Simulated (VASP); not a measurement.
Write the native input for VASP 6.6.1 that does the following.

```yaml
Task: single point
Functional: r2SCAN
Potentials_or_basis: VASP PAW PBE potentials, release 64 (Pt, Bi_d)
Cutoff: 520 eV
k_mesh: 8 × 8 × 8
Occupations: methfessel-paxton, width 0.142 eV
Spin: no spin polarisation
Dipole_correction: no
Further_INCAR_settings: ALGO = Normal; EDIFF = 1e-06
```

BiPt3:

```
CELL_PARAMETERS angstrom
4.28735 0.00000 0.00000
0.00000 4.28735 0.00000
0.00000 0.00000 4.28735
ATOMIC_POSITIONS crystal
Pt 0.00000 0.50000 0.50000
Pt 0.50000 0.00000 0.50000
Pt 0.50000 0.50000 0.00000
Bi 0.00000 0.00000 0.00000
```

The cell was built by a generator and needn't be a form met in nature.

One way to write it, as run:

POSCAR

```
BiPt3
1.0
    4.2873450000      0.0000000000      0.0000000000
    0.0000000000      4.2873450000      0.0000000000
    0.0000000000      0.0000000000      4.2873450000
Pt Bi
3 1
Direct
    0.0000000000      0.5000000000      0.5000000000
    0.5000000000      0.0000000000      0.5000000000
    0.5000000000      0.5000000000      0.0000000000
    0.0000000000      0.0000000000      0.0000000000
```

INCAR.step1

```
SYSTEM = BiPt3
ALGO     = Normal         ! electronic algorithm
EDIFF    = 1E-4           ! SCF threshold, eV
ENCUT    = 520            ! plane-wave cutoff, eV
GGA      = PE             ! functional
ISMEAR   = -5             ! smearing method
LASPH    = .TRUE.         ! aspherical terms in the spheres
LCHARG   = .FALSE.        ! write CHGCAR
LMAXMIX  = 4              ! l up to which the mixer works
LREAL    = .FALSE.        ! projectors in reciprocal space
LWAVE    = .TRUE.         ! write WAVECAR
NELM     = 60             ! most SCF steps
PREC     = Accurate       ! precision mode
SIGMA    = 0.142          ! smearing width, eV
```

INCAR.step2

```
SYSTEM = BiPt3
ALGO     = Normal         ! electronic algorithm
EDIFF    = 1E-6           ! SCF threshold, eV
ENCUT    = 520            ! plane-wave cutoff, eV
ISIF     = 2              ! what is computed and relaxed
ISMEAR   = 1              ! smearing method
ISTART   = 1            
LASPH    = .TRUE.         ! aspherical terms in the spheres
LCHARG   = .FALSE.        ! write CHGCAR
LMAXMIX  = 4              ! l up to which the mixer works
LMIXTAU  = .TRUE.       
LORBIT   = 10             ! projections on sites
LREAL    = .FALSE.        ! projectors in reciprocal space
LWAVE    = .FALSE.        ! write WAVECAR
METAGGA  = R2SCAN         ! meta-GGA
NELM     = 60             ! most SCF steps
PREC     = Accurate       ! precision mode
SIGMA    = 0.142          ! smearing width, eV
```

KPOINTS

```
k-points
0
G
  8 8 8
  0 0 0
```

Potentials or basis: VASP PAW PBE potentials, release 64 (Pt, Bi_d).

Command:

```console
$ cat potpaw_PBE.64/Pt/POTCAR potpaw_PBE.64/Bi_d/POTCAR > POTCAR
$ cp INCAR.step1 INCAR
$ mpirun -np 1 vasp_std > vasp.out
$ cp INCAR.step2 INCAR
$ mpirun -np 1 vasp_std > vasp.out
```

It gave:

| Item | Value |
| --- | --- |
| Pressure | -14.0 GPa |
| Band gap on the k mesh | none (metal or under the smearing width) |
| Valence electrons inside the program's atomic spheres | Pt 9.03; Bi 12.63 |

Caveat: the PAW data sets were made with another functional, which shifts forces and pressure a little; spin-orbit coupling is left out, which moves the levels of the heavy elements.

Run time: 84 s on 1 thread of Intel(R) Xeon(R) 6975P-C (Granite Rapids) (shared host), peak memory 0.23 GiB.
